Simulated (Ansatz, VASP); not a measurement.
**Cross-check of PtSe2 (Sudovikovite) between VASP and Ansatz**

Aim: how closely do two programs agree when they are given the same cell, functional and k mesh? The cell is taken from a series of VASP runs on this material, whose earlier steps may have relaxed, scaled or displaced it; both programs get it as it stands.

Calculated with Ansatz 0.2.0; plane waves, with VASP 6.6.1 beside it; band structure at LDA, spin-orbit coupling.

**1. The starting structure**

It takes space group P-3m1 (No. 164, trigonal). Conventional cell: a = 3.740 Å, b = 3.740 Å, c = 4.788 Å, α = 90.00°, β = 90.00°, γ = 120.00°. Nearest to Pt lie 6 Se at 2.50 Å. Se has 3 Pt at 2.50 Å nearest. Farther neighbours and most contacts between anions are not listed.

**2. Ansatz: band structure, LDA, spin-orbit coupling**

Ansatz runs on its fully relativistic PAW (standard-fr) files.

With cell and atoms fixed, the geometry can't cause a difference; cores, projectors, grids and the points listed under the comparison can.

Input file input.yaml:

```yaml
crystal:
  lattice:
    - [3.7403324055, 0.0, 0.0]
    - [-1.8701662028, 3.2392228818, 0.0]
    - [0.0, 0.0, 4.7881194269]
  atoms:
    - { symbol: Pt, position: [0.0, 0.0, 0.0] }
    - { symbol: Se, position: [0.3333333333, 0.6666666667, 0.2644490384] }
    - { symbol: Se, position: [0.6666666667, 0.3333333333, 0.7355509616] }
hamiltonian:
  xc: lda
  pseudopotentials: { kind: paw_fr }
magnetization:
  noncollinear: true
  spin_orbit: true
kpoints:
  mp_grid: { grid: [6, 6, 4] }
  band_path:
    path:
      - [0.0, 0.0, 0.0]
      - [0.13333, 0.0, 0.0]
      - [0.3, 0.0, 0.0]
      - [0.46667, 0.0, 0.0]
      - [0.46667, 0.06667, 0.0]
      - [0.41111, 0.17778, 0.0]
      - [0.35556, 0.28889, 0.0]
      - [0.28889, 0.28889, 0.0]
      - [0.17778, 0.17778, 0.0]
      - [0.06667, 0.06667, 0.0]
      - [0.0, 0.0, 0.03333]
      - [0.0, 0.0, 0.2]
      - [0.0, 0.0, 0.36667]
      - [0.0, 0.0, 0.5]
      - [0.16667, 0.0, 0.5]
      - [0.3, 0.0, 0.5]
      - [0.46667, 0.0, 0.5]
      - [0.46667, 0.06667, 0.5]
      - [0.41111, 0.17778, 0.5]
      - [0.35556, 0.28889, 0.5]
      - [0.28889, 0.28889, 0.5]
      - [0.17778, 0.17778, 0.5]
      - [0.06667, 0.06667, 0.5]
      - [0.5, 0.0, 0.46667]
      - [0.5, 0.0, 0.3]
      - [0.5, 0.0, 0.13333]
      - [0.33333, 0.33333, 0.0]
      - [0.33333, 0.33333, 0.16667]
      - [0.33333, 0.33333, 0.33333]
      - [0.33333, 0.33333, 0.5]
    npoints: 1
scf:
  occupations: { method: gaussian, width: 0.05 }
  n_extra_bands: 14
output:
  forces: true
  stress: true
  eigenvalues: true
```

Run with:

```
ansatz run input.yaml --threads 2 --pin off --max-ram 4608MiB --backend cpu --events-out ev --progress --plain --runs-dir out
```

Numbers of over 12 decimals in the logs are rounded to 6 here.

Output:

```text
scf.n_extra_bands = 14 over 50 filled bands (N_el = 50.0): the run solves 64 bands
Engine: ansatz 0.2.0, aarch64-unknown-linux-gnu
Pseudopotentials: kind: paw_fr
Pseudopotential: Pt, paw_fr, valence charge 18, recommended cutoff 420 eV (normal), Pt.paw.azcp#standard-fr
Pseudopotential: Se, paw_fr, valence charge 16, recommended cutoff 420 eV (normal), Se.paw.azcp#standard-fr
Functional definition: SPW92
  exchange = slater_x
  correlation = pw_c
non-collinear run that drives no moment, with spin-orbit: no starting moment large enough to seed its density (crystal.atoms[].spin), no starting occupations that ask for one, no magnetisation constraint and no magnetic field, so the semilocal B_xc is pinned to zero
Crystal: 3 atoms, lattice volume = 58.012 Å³
Basis set: ecut = 420 eV, 1121 PW (Γ)
Bands: 64, of which v1, the nominal top of the filled ones, is band 50 counted from 1 (49 counted from 0)
Symmetry: 12 space group operations + 12 with time reversal
Magnetic group: BNS 164.86 (UNI 1316), of the structure as read, at distance tolerance 3.9e-5 Å
k-points: 24 of 144
Projection manifold: j_resolved (fully-relativistic pseudo-atomic orbitals)
Non-local potential: Pt, projectors of the file, l = 0: 3, l = 1: 4, l = 2: 4, l = 3: 2
Non-local potential: Se, projectors of the file, l = 0: 2, l = 1: 4, l = 2: 6, l = 3: 2
PAW form: soft (Blöchl's): semilocal exchange-correlation on the pseudo side does not see the compensation charge
PAW frozen core: Pt, regenerated for the run's functional, and the local potential with it (the file was generated under x = pbe(κ = 0.804, μ = 0.219515), c = pbe(β = 0.066725))
PAW frozen core: Se, regenerated for the run's functional, and the local potential with it (the file was generated under x = pbe(κ = 0.804, μ = 0.219515), c = pbe(β = 0.066725))
PAW one-centre angular grid: Pt, 590 points (default); XC on 64 Gauss nodes
PAW one-centre angular grid: Se, 590 points (default); XC on 64 Gauss nodes
Initial density: superposition of atomic densities (chi_scale 0.1, normalization cell, long waves kept (reshape's long-wave potential 0.01 eV rms))
Initial wavefunctions: pseudopotential atomic-orbital guess
Functional: x = slater, c = lda
SCF iter   1: F=—  HF=-23046.561499 eV  |F-HF|=—  |Δ(HF+E_count)|=         —  Δρ=5.22e-2  dr2=7.32e-1  dr2_m=0.00e0 (ungated)  ethr=3.10e-3  |M|=0.00e0 ∫|m|=0.00e0 μB  |m|>n=0.0e0 m-floor=0.0e0 τ_xc=0.0e0  β_m=0.30  ⟨swp⟩=6.4  Hψ=3288  notcnv=0  defer=34
preconditioner: auto → Resta (q_TF=auto, 2.662 Å⁻¹)  ε∞=4.9  [insulator: Δε(μ)=0.089 eV  Ē_g=11.581 eV  σ=0.050 eV  W_gap=0.73  n_scr=22 (ndim 8)  ℏωp=22.9 eV  f_vac=0.006  D(μ)=1.12/eV (n_scr^D=2)  ε∞_Penn≈4.9]
spin=Noncollinear: Resta preconditioning applied to the charge; magnetization (m_x, m_y, m_z) channels mix plain (no charge-response kernel on spin).
SCF iter   2: F=—  HF=-23046.436331 eV  |F-HF|=—  |Δ(HF+E_count)|=   1.25e-1  Δρ=3.45e-2  dr2=3.03e-1  dr2_m=0.00e0 (ungated)  ethr=1.46e-3  |M|=0.00e0 ∫|m|=0.00e0 μB  |m|>n=0.0e0 m-floor=0.0e0 τ_xc=0.0e0  β_m=0.52  ⟨swp⟩=2.0  Hψ=942  notcnv=0  defer=218
SCF iter   3: F=—  HF=-23046.349868 eV  |F-HF|=—  |Δ(HF+E_count)|=   8.65e-2  Δρ=1.12e-2  dr2=3.36e-2  dr2_m=0.00e0 (ungated)  ethr=6.06e-4  |M|=0.00e0 ∫|m|=0.00e0 μB  |m|>n=0.0e0 m-floor=0.0e0 τ_xc=0.0e0  β_m=0.60  ⟨swp⟩=2.0  Hψ=915  notcnv=0  defer=220
SCF iter   4: F=—  HF=-23046.339714 eV  |F-HF|=—  |Δ(HF+E_count)|=   1.02e-2  Δρ=1.33e-3  dr2=7.08e-4  dr2_m=0.00e0 (ungated)  ethr=6.71e-5  |M|=0.00e0 ∫|m|=0.00e0 μB  |m|>n=0.0e0 m-floor=0.0e0 τ_xc=0.0e0  β_m=0.64  ⟨swp⟩=2.0  Hψ=931  notcnv=0  defer=220
SCF iter   5: F=—  HF=-23046.339731 eV  |F-HF|=—  |Δ(HF+E_count)|=   1.68e-5  Δρ=6.19e-4  dr2=1.53e-4  dr2_m=0.00e0 (ungated)  ethr=1.42e-6  |M|=0.00e0 ∫|m|=0.00e0 μB  |m|>n=0.0e0 m-floor=0.0e0 τ_xc=0.0e0  β_m=0.79  ⟨swp⟩=2.6  Hψ=1171  notcnv=0  defer=220
SCF iter   6: F=—  HF=-23046.339747 eV  |F-HF|=—  |Δ(HF+E_count)|=   1.61e-5  Δρ=1.02e-4  dr2=6.11e-6  dr2_m=0.00e0 (ungated)  ethr=3.06e-7  |M|=0.00e0 ∫|m|=0.00e0 μB  |m|>n=0.0e0 m-floor=0.0e0 τ_xc=0.0e0  β_m=0.89  ⟨swp⟩=2.0  Hψ=902  notcnv=0  defer=220
SCF iter   7: F=—  HF=-23046.339745 eV  |F-HF|=—  |Δ(HF+E_count)|=   1.25e-6  Δρ=1.85e-5  dr2=1.61e-7  dr2_m=0.00e0 (ungated)  ethr=1.22e-8  |M|=0.00e0 ∫|m|=0.00e0 μB  |m|>n=0.0e0 m-floor=0.0e0 τ_xc=0.0e0  β_m=0.95  ⟨swp⟩=2.1  Hψ=857  notcnv=0  defer=220
SCF iter   8: F=-23046.339745 eV  HF=-23046.339745 eV  |F-HF|=2.26e-10  |Δ(HF+E_count)|=   2.53e-8  Δρ=2.83e-6  dr2=3.77e-9  dr2_m=0.00e0 (ungated)  ethr=2.00e-10  |M|=0.00e0 ∫|m|=0.00e0 μB  |m|>n=0.0e0 m-floor=0.0e0 τ_xc=0.0e0  ⟨swp⟩=9.3  Hψ=3228  notcnv=0
SCF 1 converged in 8 iterations: F = -23046.339745 eV  dr2 = 3.77e-9
  greatest PAW one-centre occupation: 1.000 electrons in one spin orbital (limit 2), on the Pt atom at site 0 (counted from 0), in its partial waves of l = 0
NSCF: frozen V_eff on 30 k-points
SCF converged after 8 iterations
Magnetization: |M| = 0.0000 μB,  M = (+0.0000, +0.0000, +0.0000) μB
Absolute magnetization: 0.0000 μB (∫|m|)
  site 0: m = (+0.0000, +0.0000, +0.0000) μB, |m| = 0.0000 μB  (R = 1.03 Å)
  site 1: m = (+0.0000, +0.0000, +0.0000) μB, |m| = 0.0000 μB  (R = 1.03 Å)
  site 2: m = (+0.0000, +0.0000, +0.0000) μB, |m| = 0.0000 μB  (R = 1.03 Å)
Free energy (F): -23046.339745 eV
Harris-Foulkes:  -23046.339745 eV  (|F-HF|=2.26e-10)
Internal energy: -23046.338914 eV  (E = F + TS)
E sigma→0 (E₀):  -23046.339330 eV
Entropy (-TS):   -0.000832 eV (-0.277 meV/atom)
Fermi energy:    13.869565 eV
--- Per-component energies (eV) ---
  E_band       = -941.192832
  E_kinetic    = 877.518324
  E_local      = -6428.748661  (includes V_loc(G=0)·N_el)
  E_nonlocal   = -980.731915
  E_hartree    = 2979.663043
  E_xc         = -468.947591
  E_vxc        = -501.585994  (∫ρ·V_xc dr)
  E_paw        = -12859.137567  (= ΣΔE_a)
  E_vpaw       = 133.030960  (= ΣTr[D̂ρ^β])
  E_aug_tail   = -0.001075  (compensation charges beyond the density's cutoff)
  E_ewald      = -6170.874114
  E_core_change = 4.920642  (= ΣΔE_core)
  E_smearing   = -0.000832  (= −TS)
  E_closure    = -0.000000  (closes the sum)
  Σ components = -23046.339745   (vs F -23046.339745, Δ=0.00e0)
--- Forces (eV/Å), atoms counted from 1 ---
  atom   1  Pt    -0.00000000    -0.00000000     0.00000000
  atom   2  Se    -0.00000000     0.00000000    -0.04178963
  atom   3  Se     0.00000000     0.00000000     0.04178963
  max |Σ_I F_I| component: 5.78e-19 eV/Å
--- Stress (GPa, compression-positive) ---
       -0.454541       0.000000       0.000000
        0.000000      -0.454541      -0.000000
        0.000000       0.000000      -0.074009
  P = ⅓ Tr σ = -0.3277 GPa (-3.277 kbar)
--- Band table (eV; the first three rows and the last of 24) ---
  k-point 0: bands = [... 46 lower, 13.0430, 13.0430, 14.6767, 14.6767, 14.9051, 14.9051, 15.0326, 15.0326, ... 10 higher]
  k-point 1: bands = [... 46 lower, 12.6130, 12.6130, 13.2501, 13.2501, 15.5860, 15.5860, 15.6228, 15.6228, ... 10 higher]
  k-point 2: bands = [... 46 lower, 12.1711, 12.1711, 12.2930, 12.2930, 16.2362, 16.2362, 16.2799, 16.2799, ... 10 higher]
  k-point 23: bands = [... 46 lower, 11.2916, 11.2916, 11.5484, 11.5484, 16.1797, 16.1797, 16.2974, 16.2974, ... 10 higher]
```

It took 31 s on 2 threads of Arm Neoverse N1, shared host; peak memory 0.55 GiB.

In the SCF lines HF is the Harris–Foulkes energy and dr2 the Hartree energy of the density residual, in eV; the loop may stop once dr2 is under the threshold and the program's other checks hold. Hψ counts applications of the Hamiltonian.

**3. VASP: band structure, LDA, spin-orbit coupling**

The same cell, functional (in two slightly different forms), mesh and smearing now go to VASP, with its own data sets and cutoff.

Lines of VASP's logs that name or quote its potential files are left out, and so is its time.

Input file INCAR:

```
SYSTEM = PtSe2
PREC = Accurate
ENCUT = 400
EDIFF = 1E-06
NELM = 100
ISMEAR = 0
SIGMA = 0.05
LREAL = .FALSE.
ALGO = Normal
GGA = CA
LNONCOLLINEAR = .TRUE.
MAGMOM = 0 0 0 0 0 0 0 0 0
NBANDS = 34
GGA_COMPAT = .FALSE.
LASPH = .TRUE.
LSORBIT = .TRUE.
LMAXMIX = 4
LORBIT = 11
LWAVE = .FALSE.
LCHARG = .FALSE.
KPAR = 2
```

Input file POSCAR:

```
PtSe2
1.0
    3.7403324055      0.0000000000      0.0000000000
   -1.8701662028      3.2392228818      0.0000000000
    0.0000000000      0.0000000000      4.7881194269
Pt Se
1 2
Direct
    0.0000000000      0.0000000000      0.0000000000
    0.3333333333      0.6666666667      0.2644490384
    0.6666666667      0.3333333333      0.7355509616
```

Input file KPOINTS:

```
Automatic mesh
0
Gamma
6 6 4
0 0 0
```

Input file KPOINTS_OPT:

```
Line mode
16
Line-mode
Reciprocal
  0.00000000   0.00000000   0.00000000 GAMMA
  0.50000000   0.00000000   0.00000000 M

  0.50000000   0.00000000   0.00000000 M
  0.33333333   0.33333333   0.00000000 K

  0.33333333   0.33333333   0.00000000 K
  0.00000000   0.00000000   0.00000000 GAMMA

  0.00000000   0.00000000   0.00000000 GAMMA
  0.00000000   0.00000000   0.50000000 A

  0.00000000   0.00000000   0.50000000 A
  0.50000000   0.00000000   0.50000000 L

  0.50000000   0.00000000   0.50000000 L
  0.33333333   0.33333333   0.50000000 H

  0.33333333   0.33333333   0.50000000 H
  0.00000000   0.00000000   0.50000000 A

  0.50000000   0.00000000   0.50000000 L
  0.50000000   0.00000000   0.00000000 M

  0.33333333   0.33333333   0.00000000 K
  0.33333333   0.33333333   0.50000000 H
```

The projector-augmented-wave data sets are Pt and Se (LDA family, release 64).

Run with:

```
mpirun -np 2 vasp_ncl
```

Output:

```text
[banner, memory and clock lines left out]
running    2 mpi-ranks, on    1 nodes
 distrk:  each k-point on    1 cores,    2 groups
 distr:  one band on    1 cores,    1 groups

 POSCAR found type information on POSCAR PtSe
 POSCAR found :  2 types and       3 ions
 LDA part: xc-table for (Slater(with rela. corr.)+CA(PZ))
 , standard interpolation
 POSCAR, INCAR and KPOINTS ok, starting setup
 FFT: planning ... GRIDC
 FFT: planning ... GRID_SOFT
 FFT: planning ... GRID
 WAVECAR not read
 entering main loop
       N       E                     dE             d eps       ncg     rms          rms(c)
DAV:   1     0.981118513283E+02    0.98112E+02   -0.84160E+03  1648   0.928E+02
DAV:   2    -0.124633030386E+02   -0.11058E+03   -0.10481E+03  1978   0.209E+02
DAV:   3    -0.182527461773E+02   -0.57894E+01   -0.56946E+01  1944   0.461E+01
DAV:   4    -0.183133939599E+02   -0.60648E-01   -0.60552E-01  1976   0.520E+00
DAV:   5    -0.183141680058E+02   -0.77405E-03   -0.77371E-03  1898   0.574E-01    0.146E+01
DAV:   6    -0.177298421098E+02    0.58433E+00   -0.37590E+00  1686   0.195E+01    0.909E+00
DAV:   7    -0.175265961054E+02    0.20325E+00   -0.74914E-01  1684   0.929E+00    0.479E+00
DAV:   8    -0.175026270595E+02    0.23969E-01   -0.68636E-02  1824   0.154E+00    0.165E+00
DAV:   9    -0.174955820950E+02    0.70450E-02   -0.95671E-03  1782   0.104E+00    0.343E-01
DAV:  10    -0.174950655826E+02    0.51651E-03   -0.27706E-03  1896   0.406E-01    0.132E-01
DAV:  11    -0.174950684983E+02   -0.29157E-05   -0.36934E-04  1828   0.132E-01    0.394E-02
DAV:  12    -0.174950672881E+02    0.12101E-05   -0.19262E-05  1790   0.335E-02    0.222E-02
DAV:  13    -0.174950668904E+02    0.39773E-06   -0.84090E-07  1342   0.634E-03
   1 F= -.17495067E+02 E0= -.17494657E+02  d E =-.819065E-03  mag=     0.0000    -0.0000    -0.0000
 Start KPOINTS_OPT (optional k-point list driver)
k-point batch [1-24\144]
       N       E                     dE             ncg
DAV:   1     0.331212338131E+04   -0.55404E+04     1648
DAV:   2     0.689814965402E+03   -0.26223E+04     2022
DAV:   3     0.560123707789E+03   -0.12969E+03     1942
DAV:   4     0.558833746388E+03   -0.12900E+01     1804
DAV:   5     0.558814357512E+03   -0.19389E-01     1884
DAV:   6     0.558813846831E+03   -0.51068E-03     1844
DAV:   7     0.558813830502E+03   -0.16329E-04     1862
DAV:   8     0.558813829994E+03   -0.50847E-06     1264
[...]
k-point batch [121-144\144]
       N       E                     dE             ncg
DAV:   1     0.316088710199E+04   -0.12910E+05     1656
DAV:   2     0.585578357425E+03   -0.25753E+04     1928
DAV:   3     0.463615289645E+03   -0.12196E+03     1916
DAV:   4     0.462451734407E+03   -0.11636E+01     1894
DAV:   5     0.462434899327E+03   -0.16835E-01     1912
DAV:   6     0.462434453564E+03   -0.44576E-03     1928
DAV:   7     0.462434439743E+03   -0.13821E-04     1898
DAV:   8     0.462434439340E+03   -0.40274E-06     1374
```

[end of part 1 of 2]

[Lines on the potential files, build, host, timing and source positions are cut from VASP's logs without a mark.]

[Logs are printed without paths, hosts, clocks, repeated set-up lines and the standing remarks that a program may print on its own settings, such as how far it seeks lower states.]

[Hosts, paths, dates, database ids (printed as entryN), source tags and the programs' standing remarks are cut or masked in the printed files.]
